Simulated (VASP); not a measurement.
Level of theory: LDA (Ceperley-Alder, Perdew-Zunger), VASP's LDA PAW potentials (set 64) (plane waves; VASP).

VASP input:

**POSCAR**
```
C
1.0
  1.2242225507  -2.1204859550   0.0000000000
  1.2242225507   2.1204859550   0.0000000000
  0.0000000000   0.0000000000   7.0366759205
C
4
Cart
  1.2242225507  -0.3538673849   5.3176421674
  1.2242225507   0.3538673849   1.7190337531
  1.2242225507  -1.7666185701   5.3176421674
  1.2242225507   1.7666185701   1.7190337531
```

### KPOINTS
```
Automatic mesh
0
Gamma
9 9 3
0 0 0
```

INCAR:
```
# general
SYSTEM=C
PREC  =Accurate
ENCUT =520
LREAL =.FALSE.
LASPH =.TRUE.

# electronic loop
EDIFF =1E-6
NELM  =100
ALGO  =Normal

# smearing
ISMEAR=0
SIGMA =0.05

# ions
IBRION=2
NSW   =60
ISIF  =3
EDIFFG=-0.02

# output
LWAVE =.FALSE.
LCHARG=.FALSE.
```

POTCAR, in this order: C (LDA.64 set). Program: vasp_std.

What VASP printed:

**OUTCAR**
```
 ion  position               nearest neighbor table
   1  0.583  0.417  0.756-   3 1.41   3 1.41   3 1.41
   2  0.417  0.583  0.244-   4 1.41   4 1.41   4 1.41
   3  0.917  0.083  0.756-   1 1.41   1 1.41   1 1.41
   4  0.083  0.917  0.244-   2 1.41   2 1.41   2 1.41
  LATTYP: Found a base centered orthorhombic cell.
 ALAT       =     2.4484451014
 B/A-ratio  =     1.7321082297
 C/A-ratio  =     2.8739365716
 Subroutine PRICEL returns:
 Original cell was already a primitive cell.
 Subroutine GETGRP returns: Found  8 space group operations
The static configuration has the point symmetry C_2h.
 The point group associated with its full space group is D_2h.
The dynamic configuration has the point symmetry C_2h.
 Subroutine INISYM returns: Found  8 space group operations
 Subroutine IBZKPT returns following result:
 Found     50 irreducible k-points:

 Following reciprocal coordinates:
            Coordinates               Weight
  0.000000  0.000000  0.000000      1.000000
  0.111111  0.000000  0.000000      4.000000
  0.222222  0.000000  0.000000      4.000000
  0.333333  0.000000  0.000000      4.000000
  0.444444  0.000000  0.000000      4.000000
  0.111111  0.111111  0.000000      2.000000
  0.222222  0.111111  0.000000      4.000000
  0.333333  0.111111  0.000000      4.000000
  0.444444  0.111111  0.000000      4.000000
 -0.444444  0.111111  0.000000      4.000000
 -0.333333  0.111111  0.000000      4.000000
 -0.222222  0.111111  0.000000      4.000000
 -0.111111  0.111111  0.000000      2.000000
  0.222222  0.222222  0.000000      2.000000
  0.333333  0.222222  0.000000      4.000000
  0.444444  0.222222  0.000000      4.000000
 -0.444444  0.222222  0.000000      4.000000
 -0.333333  0.222222  0.000000      4.000000
 -0.222222  0.222222  0.000000      2.000000
...
```

File OSZICAR:
```
...
DAV:   4    -0.404232084279E+02    0.10436E-06   -0.49364E-06  1316   0.181E-02
   8 F= -.40423208E+02 E0= -.40423202E+02  d E =-.360688E-03
       N       E                     dE             d eps       ncg     rms          rms(c)
DAV:   1    -0.404264827000E+02   -0.32742E-02   -0.76559E-02  1200   0.229E+00    0.183E-01
DAV:   2    -0.404248730372E+02    0.16097E-02   -0.21801E-03  1280   0.366E-01    0.972E-02
DAV:   3    -0.404242433566E+02    0.62968E-03   -0.20784E-03  1420   0.315E-01    0.258E-02
DAV:   4    -0.404242423336E+02    0.10230E-05   -0.44230E-05  1376   0.541E-02    0.200E-02
DAV:   5    -0.404242375281E+02    0.48056E-05   -0.77513E-06  1420   0.248E-02    0.205E-03
DAV:   6    -0.404242375788E+02   -0.50735E-07   -0.72203E-07   868   0.693E-03
   9 F= -.40424238E+02 E0= -.40424233E+02  d E =-.138984E-02
       N       E                     dE             d eps       ncg     rms          rms(c)
DAV:   1    -0.404350989475E+02   -0.10861E-01   -0.30867E-01  1200   0.461E+00    0.368E-01
DAV:   2    -0.404285994580E+02    0.64995E-02   -0.88035E-03  1280   0.735E-01    0.195E-01
DAV:   3    -0.404260710592E+02    0.25284E-02   -0.83274E-03  1412   0.630E-01    0.515E-02
DAV:   4    -0.404260659655E+02    0.50937E-05   -0.17768E-04  1356   0.108E-01    0.388E-02
DAV:   5    -0.404260478335E+02    0.18132E-04   -0.29544E-05  1436   0.485E-02    0.356E-03
DAV:   6    -0.404260480246E+02   -0.19106E-06   -0.20213E-06  1268   0.114E-02
  10 F= -.40426048E+02 E0= -.40426045E+02  d E =-.320028E-02
       N       E                     dE             d eps       ncg     rms          rms(c)
DAV:   1    -0.404651884437E+02   -0.39141E-01   -0.12638E+00  1204   0.933E+00    0.745E-01
DAV:   2    -0.404388182353E+02    0.26370E-01   -0.35841E-02  1300   0.148E+00    0.394E-01
DAV:   3    -0.404286675243E+02    0.10151E-01   -0.33370E-02  1412   0.126E+00    0.102E-01
DAV:   4    -0.404286428758E+02    0.24648E-04   -0.77256E-04  1364   0.217E-01    0.697E-02
DAV:   5    -0.404285825996E+02    0.60276E-04   -0.10138E-04  1424   0.907E-02    0.506E-03
DAV:   6    -0.404285831621E+02   -0.56253E-06   -0.20896E-06  1312   0.128E-02
  11 F= -.40428583E+02 E0= -.40428582E+02  d E =-.573542E-02
       N       E                     dE             d eps       ncg     rms          rms(c)
DAV:   1    -0.405773564804E+02   -0.14877E+00   -0.52760E+00  1200   0.192E+01    0.153E+00
DAV:   2    -0.404692570607E+02    0.10810E+00   -0.14893E-01  1296   0.302E+00    0.804E-01
DAV:   3    -0.404283988403E+02    0.40858E-01   -0.13411E-01  1408   0.253E+00    0.202E-01
DAV:   4    -0.404282444656E+02    0.15437E-03   -0.31572E-03  1368   0.443E-01    0.114E-01
DAV:   5    -0.404280619348E+02    0.18253E-03   -0.27886E-04  1456   0.153E-01    0.680E-03
DAV:   6    -0.404280630045E+02   -0.10697E-05   -0.49481E-06  1448   0.193E-02    0.533E-03
DAV:   7    -0.404280634317E+02   -0.42723E-06   -0.28109E-07   944   0.509E-03
  12 F= -.40428063E+02 E0= -.40428063E+02  d E =-.521569E-02
       N       E                     dE             d eps       ncg     rms          rms(c)
DAV:   1    -0.404792549150E+02   -0.51192E-01   -0.17173E+00  1200   0.107E+01    0.858E-01
DAV:   2    -0.404435792998E+02    0.35676E-01   -0.47405E-02  1260   0.171E+00    0.459E-01
DAV:   3    -0.404295397591E+02    0.14040E-01   -0.47654E-02  1388   0.149E+00    0.121E-01
DAV:   4    -0.404295332969E+02    0.64622E-05   -0.93303E-04  1348   0.248E-01    0.104E-01
DAV:   5    -0.404293994885E+02    0.13381E-03   -0.15725E-04  1408   0.111E-01    0.205E-02
DAV:   6    -0.404293933807E+02    0.61079E-05   -0.85414E-05  1356   0.698E-02    0.225E-02
DAV:   7    -0.404293907697E+02    0.26109E-05   -0.18293E-05  1368   0.326E-02    0.114E-02
DAV:   8    -0.404293903406E+02    0.42913E-06   -0.26826E-07   892   0.466E-03
  13 F= -.40429390E+02 E0= -.40429390E+02  d E =-.654260E-02
       N       E                     dE             d eps       ncg     rms          rms(c)
DAV:   1    -0.404311105032E+02   -0.17197E-02   -0.27142E-02  1300   0.148E+00    0.118E-01
DAV:   2    -0.404306082796E+02    0.50222E-03   -0.83709E-04  1428   0.252E-01    0.619E-02
DAV:   3    -0.404304183971E+02    0.18988E-03   -0.61468E-04  1436   0.186E-01    0.122E-02
DAV:   4    -0.404304184475E+02   -0.50428E-07   -0.17087E-05  1436   0.363E-02    0.914E-03
DAV:   5    -0.404304177912E+02    0.65633E-06   -0.11137E-06  1008   0.103E-02
  14 F= -.40430418E+02 E0= -.40430417E+02  d E =-.102745E-02
       N       E                     dE             d eps       ncg     rms          rms(c)
DAV:   1    -0.404312298625E+02   -0.81142E-03   -0.20251E-02  1288   0.128E+00    0.101E-01
DAV:   2    -0.404308583158E+02    0.37155E-03   -0.62212E-04  1440   0.218E-01    0.533E-02
DAV:   3    -0.404307177430E+02    0.14057E-03   -0.45557E-04  1432   0.160E-01    0.104E-02
DAV:   4    -0.404307177759E+02   -0.32908E-07   -0.12613E-05  1440   0.312E-02    0.777E-03
DAV:   5    -0.404307172945E+02    0.48142E-06   -0.81664E-07   984   0.884E-03
  15 F= -.40430717E+02 E0= -.40430717E+02  d E =-.132695E-02
       N       E                     dE             d eps       ncg     rms          rms(c)
DAV:   1    -0.404307191059E+02   -0.13300E-05   -0.41428E-05  1332   0.572E-02    0.463E-03
DAV:   2    -0.404307183754E+02    0.73047E-06   -0.11922E-06   940   0.976E-03
  16 F= -.40430718E+02 E0= -.40430718E+02  d E =-.132803E-02
       N       E                     dE             d eps       ncg     rms          rms(c)
DAV:   1    -0.404307204657E+02   -0.13598E-05   -0.13231E-04  1308   0.105E-01    0.849E-03
DAV:   2    -0.404307177648E+02    0.27008E-05   -0.41948E-06  1480   0.178E-02    0.445E-03
DAV:   3    -0.404307167384E+02    0.10265E-05   -0.32469E-06  1400   0.135E-02    0.913E-04
DAV:   4    -0.404307167382E+02    0.18053E-09   -0.90509E-08   740   0.274E-03
  17 F= -.40430717E+02 E0= -.40430716E+02  d E =-.132640E-02
       N       E                     dE             d eps       ncg     rms          rms(c)
DAV:   1    -0.404307536841E+02   -0.36946E-04   -0.31096E-03  1344   0.522E-01    0.137E-02
DAV:   2    -0.404307520828E+02    0.16013E-05   -0.50679E-05  1520   0.633E-02    0.917E-03
DAV:   3    -0.404307490474E+02    0.30354E-05   -0.76219E-06  1492   0.243E-02    0.179E-03
DAV:   4    -0.404307490620E+02   -0.14646E-07   -0.56442E-07   816   0.670E-03
  18 F= -.40430749E+02 E0= -.40430748E+02  d E =-.323238E-04
       N       E                     dE             d eps       ncg     rms          rms(c)
DAV:   1    -0.404307503327E+02   -0.12853E-05   -0.74627E-05  1352   0.807E-02    0.226E-03
DAV:   2    -0.404307502676E+02    0.65029E-07   -0.11356E-06   980   0.993E-03
  19 F= -.40430750E+02 E0= -.40430750E+02  d E =-.335294E-04
       N       E                     dE             d eps       ncg     rms          rms(c)
DAV:   1    -0.404307759217E+02   -0.25589E-04   -0.10461E-03  1216   0.286E-01    0.678E-03
DAV:   2    -0.404307759183E+02    0.33094E-08   -0.12832E-05  1464   0.341E-02    0.470E-03
DAV:   3    -0.404307755722E+02    0.34615E-06   -0.72820E-07   924   0.977E-03
  20 F= -.40430776E+02 E0= -.40430775E+02  d E =-.253046E-04
       N       E                     dE             d eps       ncg     rms          rms(c)
DAV:   1    -0.404308354699E+02   -0.59552E-04   -0.93730E-03  1200   0.855E-01    0.210E-02
DAV:   2    -0.404308352492E+02    0.22065E-06   -0.10978E-04  1472   0.101E-01    0.145E-02
DAV:   3    -0.404308321568E+02    0.30924E-05   -0.70230E-06  1596   0.291E-02    0.394E-03
DAV:   4    -0.404308321492E+02    0.76448E-08   -0.25176E-06  1336   0.119E-02
  21 F= -.40430832E+02 E0= -.40430832E+02  d E =-.818816E-04
```

File OUTCAR:
```
------------------------ aborting loop because EDIFF is reached ----------------------------------------
  FORCE on cell =-STRESS in cart. coord.  units (eV):
  Direction    XX          YY          ZZ          XY          YZ          ZX
  --------------------------------------------------------------------------------------
  Total       -0.0579400     -0.0644921      0.0079729      0.0000000      0.0000000      0.0000000
  in kB       -2.7066496     -3.0127289      0.3724529      0.0000000      0.0000000      0.0000000
  external PRESSURE =      -1.7823085 kB  Pullay stress =       0.0000000 kB
  volume of cell :       34.30
      direct lattice vectors                 reciprocal lattice vectors
     1.224529473 -2.118912207  0.000000000     0.408320103 -0.235970135  0.000000000
     1.224529473  2.118912207 -0.000000000     0.408320103  0.235970135 -0.000000000
     0.000000000  0.000000000  6.609134107     0.000000000  0.000000000  0.151305751
 POSITION                                       TOTAL-FORCE (eV/Angst)
 -----------------------------------------------------------------------------------
      1.22453     -0.35295      4.98847         0.000000      0.002108     -0.017928
      1.22453      0.35295      1.62066         0.000000     -0.002108      0.017928
      1.22453     -1.76596      4.98847         0.000000     -0.002108     -0.017928
      1.22453      1.76596      1.62066         0.000000      0.002108      0.017928
 -----------------------------------------------------------------------------------
    total drift:                               -0.000000      0.000000      0.000000
  FREE ENERGIE OF THE ION-ELECTRON SYSTEM (eV)
  ---------------------------------------------------
  free  energy   TOTEN  =       -40.4308321492 eV

  energy  without entropy=      -40.4308309279  energy(sigma->0) =      -40.43083154

 reached required accuracy - stopping structural energy minimisation
```
(Selected blocks of OUTCAR.)

### CONTCAR
```
C
   1.00000000000000
     1.2245294726201958   -2.1189122067832780    0.0000000000000000
     1.2245294726201958    2.1189122067832780   -0.0000000000000000
     0.0000000000000000    0.0000000000000000    6.6091341069028697
  C
     4
Direct
     0.5832855359795820    0.4167144640204180    0.7547846920767234
     0.4167144640204180    0.5832855359795820    0.2452153079232764
     0.9167144640204180    0.0832855359795821    0.7547846920767234
     0.0832855359795821    0.9167144640204180    0.2452153079232764
```

Energy and stress use the plane-wave basis of the starting cell.

The structure comes from a computed database's C entry (Cmme); how it stands against other phases isn't given here. This run relaxes it. Symmetry was kept, so distortions that lower it aren't found. The start is the result of an earlier pass.
